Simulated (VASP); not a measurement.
# What goes wrong when Gallium is relaxed with a bad input

Aim: see how common mistakes in a VASP relaxation show up, on Gallium. The starting structure is a measured crystal structure from the Crystallography Open Database.

Program: VASP 6.6.1. Level of theory: Kohn-Sham DFT with plane waves and PAW; PBEsol. Results are calculated unless marked as measured.

**1. The structure**

Symmetry: Cmce, No. 64, orthorhombic system. The conventional cell has a = 4.523 Å, b = 7.661 Å, c = 4.524 Å, α = 90.00°, β = 90.00°, γ = 90.00°. Nearest to Ga lie 5 Ga at 2.48 to 2.73 Å.

**2. Reference relaxation**

Contents of INCAR:

```
SYSTEM = Ga
PREC = Accurate
ENCUT = 450
EDIFF = 1E-06
NELM = 100
ISMEAR = 1
SIGMA = 0.15
LREAL = .FALSE.
ALGO = Normal
GGA = PS
NBANDS = 32
LORBIT = 11
LWAVE = .FALSE.
LCHARG = .FALSE.
KPAR = 4
IBRION = 2
NSW = 50
ISIF = 3
EDIFFG = -0.01
```

Contents of POSCAR:

```
Ga
1.0
    2.2615000000     -3.8305000000      0.0000000000
    2.2615000000      3.8305000000      0.0000000000
    0.0000000000      0.0000000000      4.5240000000
Ga
4
Direct
    0.3451000000      0.6549000000      0.4190000000
    0.1549000000      0.8451000000      0.9190000000
    0.6549000000      0.3451000000      0.5810000000
    0.8451000000      0.1549000000      0.0810000000
```

Contents of KPOINTS:

```
Automatic mesh
0
Gamma
10 10 8
0 0 0
```

PAW data sets: Ga_d (PBE family, release 64).

Command:

```sh
$ mpirun -np 4 vasp_std
```

The program printed:

```text
[banner, memory and clock lines left out]
running    4 mpi-ranks, on    1 nodes
 distrk:  each k-point on    1 cores,    4 groups
 distr:  one band on    1 cores,    1 groups

 POSCAR found type information on POSCAR Ga
 POSCAR found :  1 types and       4 ions
|                                                                             |
|               ----> ADVICE to this user running VASP <----                  |
|                                                                             |
|     You enforced a specific xc type in the INCAR file but a different       |
|     [... a line on the potential file left out ...]
|     I HOPE YOU KNOW WHAT YOU ARE DOING!                                     |
|                                                                             |

 LDA part: xc-table for (Slater+PW92), standard interpolation
 POSCAR, INCAR and KPOINTS ok, starting setup
 FFT: planning ... GRIDC
 FFT: planning ... GRID_SOFT
 FFT: planning ... GRID
 WAVECAR not read
 entering main loop
       N       E                     dE             d eps       ncg     rms          rms(c)
DAV:   1     0.336102631596E+03    0.33610E+03   -0.24034E+04 10176   0.282E+03
DAV:   2     0.250021270304E+02   -0.31110E+03   -0.30496E+03 10384   0.522E+02
DAV:   3    -0.125101981438E+02   -0.37512E+02   -0.37217E+02 11240   0.144E+02
DAV:   4    -0.135577420623E+02   -0.10475E+01   -0.10437E+01 11296   0.284E+01
DAV:   5    -0.135794439792E+02   -0.21702E-01   -0.21700E-01 11960   0.414E+00    0.268E+00
DAV:   6    -0.134220641740E+02    0.15738E+00   -0.33788E-01 12128   0.816E+00    0.139E+00
DAV:   7    -0.133886449403E+02    0.33419E-01   -0.78891E-02 13848   0.305E+00    0.354E-01
DAV:   8    -0.133854363576E+02    0.32086E-02   -0.16450E-02 11184   0.144E+00    0.460E-02
DAV:   9    -0.133855273163E+02   -0.90959E-04   -0.10283E-03 11376   0.362E-01    0.255E-02
DAV:  10    -0.133855278574E+02   -0.54109E-06   -0.22985E-04 11800   0.182E-01    0.505E-03
DAV:  11    -0.133855284120E+02   -0.55452E-06   -0.40917E-05 11992   0.807E-02    0.535E-03
DAV:  12    -0.133855275728E+02    0.83922E-06   -0.95257E-06 11592   0.379E-02
   1 F= -.13385528E+02 E0= -.13385514E+02  d E =-.133855E+02
[... from here on, the cycles between the ionic steps are left out ...]
   2 F= -.13399885E+02 E0= -.13399860E+02  d E =-.143573E-01
   3 F= -.13399866E+02 E0= -.13399840E+02  d E =-.143387E-01
   4 F= -.13400138E+02 E0= -.13400156E+02  d E =-.271244E-03
   5 F= -.13400509E+02 E0= -.13400634E+02  d E =-.642763E-03
   6 F= -.13400659E+02 E0= -.13400773E+02  d E =-.149831E-03
   7 F= -.13400754E+02 E0= -.13400828E+02  d E =-.244782E-03
   8 F= -.13400781E+02 E0= -.13400870E+02  d E =-.271698E-03
   9 F= -.13400830E+02 E0= -.13400921E+02  d E =-.493739E-04
 trial-energy change:   -0.000049  1 .order   -0.000049   -0.000121    0.000022
 step:   1.1092(harm=  1.1092)  dis= 0.00122  next Energy=   -13.400832 (dE=-0.510E-04)
 bond charge predicted
       N       E                     dE             d eps       ncg     rms          rms(c)
DAV:   1    -0.134008421098E+02   -0.12021E-04   -0.13258E-03 12168   0.267E-01    0.246E-02
DAV:   2    -0.134008340815E+02    0.80283E-05   -0.74281E-05 11560   0.107E-01    0.120E-02
DAV:   3    -0.134008307161E+02    0.33654E-05   -0.10406E-05 14288   0.281E-02    0.309E-03
DAV:   4    -0.134008305892E+02    0.12687E-06   -0.15947E-06  5776   0.108E-02
  10 F= -.13400831E+02 E0= -.13400921E+02  d E =-.498671E-04
 curvature:  -1.11 expect dE=-0.173E-04 dE for cont linesearch -0.163E-05
 trial: gam= 0.03840 g(F)=  0.530E-05 g(S)=  0.102E-04 ort = 0.164E-04 (trialstep = 0.127E+01)
 search vector abs. value=  0.171E-04
 reached required accuracy - stopping structural energy minimisation
```

Elapsed: 7.1 min, on 4 MPI ranks of AMD EPYC 7R43, shared host; peak memory 1.2 GiB; 28 min of CPU time.

The logs omit lines about the potential files and the build; timing stands in the text.

Parts of OUTCAR (step 2):

```text
ion  position               nearest neighbor table
   1  0.345  0.655  0.419-   3 2.48   2 2.69   2 2.69   4 2.73   4 2.73   3 2.79   3 2.79
   2  0.155  0.845  0.919-   4 2.48   1 2.69   1 2.69   3 2.73   3 2.73   4 2.79   4 2.79
   3  0.655  0.345  0.581-   1 2.48   4 2.69   4 2.69   2 2.73   2 2.73   1 2.79   1 2.79
   4  0.845  0.155  0.081-   2 2.48   3 2.69   3 2.69   1 2.73   1 2.73   2 2.79   2 2.79

  LATTYP: Found a base centered orthorhombic cell.
 ALAT       =     4.5230000000
 B/A-ratio  =     1.6937873093
 C/A-ratio  =     1.0002210922

 Subroutine GETGRP returns: Found  8 space group operations
 (whereof  4 operations were pure point group operations)

The static configuration has the point symmetry C_2h.
 The point group associated with its full space group is D_2h.

 Found    155 irreducible k-points:

   k-points           NKPTS =    155   k-points in BZ     NKDIM =    155   number of bands    NBANDS=     32

   dimension x,y,z NGX =    32 NGY =   32 NGZ =   32
   dimension x,y,z NGXF=    64 NGYF=   64 NGZF=   64

   ENCUT  =  450.0 eV  33.07 Ry    5.75 a.u.   7.69  7.69  7.83*2*pi/ulx,y,z

   NELECT =      52.0000    total number of electrons

 k-points in reciprocal lattice and weights: Automatic mesh
   0.00000000  0.00000000  0.00000000       0.001
   0.10000000  0.00000000  0.00000000       0.005
   0.20000000  0.00000000  0.00000000       0.005
   0.30000000  0.00000000  0.00000000       0.005
   0.40000000 -0.00000000  0.00000000       0.005
   0.50000000 -0.00000000  0.00000000       0.003
   0.10000000  0.10000000  0.00000000       0.003
   0.20000000  0.10000000  0.00000000       0.005
   0.30000000  0.10000000  0.00000000       0.005
[...]
-0.40000000  0.40000000  0.50000000       0.003
   0.50000000  0.50000000  0.50000000       0.001

 average (electrostatic) potential at core
       1 -65.0574       2 -65.0574       3 -65.0574       4 -65.0574

 E-fermi :   5.0232

 k-point     1 :       0.0000    0.0000    0.0000
  band No.  band energies     occupation
    ...
     22       0.9371      2.00000
     23       1.3885      2.00000
     24       3.2763      2.00000
     25       3.2766      2.00000
     26       4.3666      2.00000
     27       5.9594     -0.00000
     28       6.1138     -0.00000
     29       6.1221     -0.00000
     30      10.2733      0.00000
     31      10.6221      0.00000
    ...

 k-point     2 :       0.1000    0.0000    0.0000
  band No.  band energies     occupation
    ...
     23       1.4514      2.00000
     24       1.8386      2.00000
     25       4.0494      2.00000
     26       4.7870      2.04848
     27       4.9391      1.80313
     28       6.6147     -0.00000
     29       7.4745     -0.00000
     30       9.7035      0.00000
     31       9.7193      0.00000
     32      11.5953      0.00000

 k-point     3 :       0.2000    0.0000    0.0000
  band No.  band energies     occupation
    ...
     22       0.0216      2.00000
     23       1.3342      2.00000
     24       1.6079      2.00000
     25       3.5900      2.00000
     26       4.2017      2.00000
     27       6.2745     -0.00000
     28       7.5194     -0.00000
     29       8.3232      0.00000
     30       8.5257      0.00000
     31       9.4402      0.00000
    ...

  Total       -0.0092119     -0.0273367      0.0040168      0.0000000      0.0000000      0.0000000
  in kB       -0.1934778     -0.5741498      0.0843646      0.0000000      0.0000000      0.0000000
  external PRESSURE =      -0.2277544 kB  Pullay stress =       0.0000000 kB

  energy-cutoff  :      450.00
  volume of cell :       76.28
      direct lattice vectors                 reciprocal lattice vectors
     2.253914907 -3.791106452 -0.000000000     0.221836236 -0.131887618  0.000000000
     2.253914907  3.791106452  0.000000000     0.221836236  0.131887618 -0.000000000
     0.000000000  0.000000000  4.463725147     0.000000000 -0.000000000  0.224028131

 POSITION                                       TOTAL-FORCE (eV/Angst)
 -----------------------------------------------------------------------------------
      2.25391      1.18222      1.85850         0.000000      0.002724     -0.004479
      2.25391      2.60889      4.09037         0.000000     -0.002724     -0.004479
      2.25391     -1.18222      2.60522         0.000000     -0.002724      0.004479
      2.25391     -2.60889      0.37336         0.000000      0.002724      0.004479
 -----------------------------------------------------------------------------------
    total drift:                                0.000000      0.000000      0.000000

  FREE ENERGIE OF THE ION-ELECTRON SYSTEM (eV)
  ---------------------------------------------------
  free  energy   TOTEN  =       -13.4008305892 eV

  energy  without entropy=      -13.4011027875  energy(sigma->0) =      -13.40092132

 reached required accuracy - stopping structural energy minimisation

 total charge
# of ion       s       p       d       tot
------------------------------------------
    1        0.954   0.732   9.960  11.647
    2        0.954   0.732   9.960  11.647
    3        0.954   0.732   9.960  11.647
    4        0.954   0.732   9.960  11.647
--------------------------------------------------
tot          3.816   2.930  39.841  46.587

[... 3 further parts left out ...]
```

Logs of long relaxations may skip ionic steps without a mark.

The PAW data sets were made with PBE, which is usual practice but a small mismatch for other functionals. The run keeps the 8 symmetry operations of its start, so it cannot find a distortion of lower symmetry.

The reference relaxation ends at 19.071 Å³ an atom.

**3. Relaxation with a smearing far too wide**

A slip made on purpose: a smearing far too wide. Against step 2 the input has ISMEAR = 0 and SIGMA = 2 (also changed: NELM).

INCAR, as its differences from that of step 2:

```diff
@@ -4,5 +4,5 @@
 EDIFF = 1E-06
-NELM = 100
-ISMEAR = 1
-SIGMA = 0.15
+NELM = 60
+ISMEAR = 0
+SIGMA = 2
 LREAL = .FALSE.
```

POSCAR is that of step 2.

KPOINTS is that of step 2.

Command:

```sh
$ mpirun -np 4 vasp_std
```

The program printed:

```text
[banner, memory and clock lines left out]
running    4 mpi-ranks, on    1 nodes
[...]
[... a notice as in an earlier step ...]

 LDA part: xc-table for (Slater+PW92), standard interpolation
 POSCAR, INCAR and KPOINTS ok, starting setup
[...]
entering main loop
       N       E                     dE             d eps       ncg     rms          rms(c)
DAV:   1     0.335361819121E+03    0.33536E+03   -0.24034E+04 10176   0.282E+03
DAV:   2     0.239607961044E+02   -0.31140E+03   -0.30497E+03 10384   0.523E+02
DAV:   3    -0.138227848868E+02   -0.37784E+02   -0.37362E+02 11240   0.144E+02
DAV:   4    -0.148995578764E+02   -0.10768E+01   -0.10694E+01 11296   0.285E+01
[...]
DAV:  10    -0.147458301189E+02   -0.38049E-05   -0.18876E-04 11664   0.167E-01    0.556E-03
DAV:  11    -0.147458296121E+02    0.50677E-06   -0.36511E-05 12048   0.764E-02    0.390E-03
DAV:  12    -0.147458292684E+02    0.34370E-06   -0.61094E-06 10928   0.289E-02
   1 F= -.14745829E+02 E0= -.13247201E+02  d E =-.147458E+02
[... from here on, the cycles between the ionic steps are left out ...]
   2 F= -.14767250E+02 E0= -.13218711E+02  d E =-.214206E-01
   3 F= -.14767585E+02 E0= -.13204644E+02  d E =-.217556E-01
   4 F= -.14767745E+02 E0= -.13209550E+02  d E =-.219159E-01
   5 F= -.14767744E+02 E0= -.13210727E+02  d E =-.219149E-01
   6 F= -.14768436E+02 E0= -.13211383E+02  d E =-.691635E-03
   7 F= -.14770394E+02 E0= -.13213216E+02  d E =-.265016E-02
[...]
hard stop encountered!  aborting job ...
[...]
|     The electronic self-consistency was not achieved in the given           |
[...]
soft stop encountered!  aborting job ...
   8 F= -.14773745E+02 E0= -.13216222E+02  d E =-.311505E+01
 deleting file STOPCAR
```

It took 6.8 min on 4 MPI ranks; peak memory 1.2 GiB.

The run was stopped at its time limit, after 8 ionic steps.

**4. Relaxation with too few electronic steps**

A slip made on purpose: too few electronic steps. Against step 2 the input has NELM = 4 (also changed: NSW).

INCAR, as its differences from that of step 3:

```diff
@@ -4,5 +4,5 @@
 EDIFF = 1E-06
-NELM = 60
-ISMEAR = 0
-SIGMA = 2
+NELM = 4
+ISMEAR = 1
+SIGMA = 0.15
 LREAL = .FALSE.
@@ -16,3 +16,3 @@
 IBRION = 2
-NSW = 50
+NSW = 30
 ISIF = 3
```

POSCAR is that of step 3.

KPOINTS is that of step 3.

Command:

```sh
$ mpirun -np 4 vasp_std
```

The program printed:

```text
[... set-up lines as in an earlier step ...]
 entering main loop
       N       E                     dE             d eps       ncg     rms          rms(c)
[... 4 cycles as in an earlier step ...]
 [... a notice as in an earlier step ...]

   1 F= -.13557742E+02 E0= -.13557760E+02  d E =-.135577E+02
[...]
-----------------------------------------------------------------------------
|                                                                             |
|     EEEEEEE  RRRRRR   RRRRRR   OOOOOOO  RRRRRR      ###     ###     ###     |
|     E        R     R  R     R  O     O  R     R     ###     ###     ###     |
|     E        R     R  R     R  O     O  R     R     ###     ###     ###     |
|     EEEEE    RRRRRR   RRRRRR   O     O  RRRRRR       #       #       #      |
|     E        R   R    R   R    O     O  R   R                               |
|     E        R    R   R    R   O     O  R    R      ###     ###     ###     |
|     EEEEEEE  R     R  R     R  OOOOOOO  R     R     ###     ###     ###     |
|                                                                             |
|     Orbital orthonormalization failed in the inversion of matrix            |
|     LAPACK: Routine ZPOTRF failed! kpoint: 1 spin: 1                        |
|                                                                             |
|     Possible solutions for this issue are:                                  |
|     - Please check whether the atoms are too close to each other.           |
|     - Decreasing POTIM might help during relaxations or MDs.                |
|     - Deleting CHGCAR or WAVECAR if incompatible with the structure.        |
|     - Try calculating without symmetrizing (ISYM = 0 or ISYM = -1).         |
|     - As last resort: using a different PAW for some of the atoms.          |
|                                                                             |
|       ---->  I REFUSE TO CONTINUE WITH THIS SICK JOB ... BYE!!! <----       |
|                                                                             |
 -----------------------------------------------------------------------------

1
1
1
1
```

Run time: 30 s. Hardware: 4 MPI ranks.

VASP stopped with this message: “Orbital orthonormalization failed in the inversion of matrix LAPACK: Routine ZPOTRF failed! kpoint: 1 spin: 1”.

(Continued in part 2 of 2.)

[Lines on the potential files, build, host, timing and source positions are cut from VASP's logs without a mark.]

[Logs are printed without paths, hosts, clocks, repeated set-up lines and the standing remarks that a program may print on its own settings, such as how far it seeks lower states.]

[Hosts, paths, dates, database ids (printed as entryN), source tags and the programs' standing remarks are cut or masked in the printed files.]
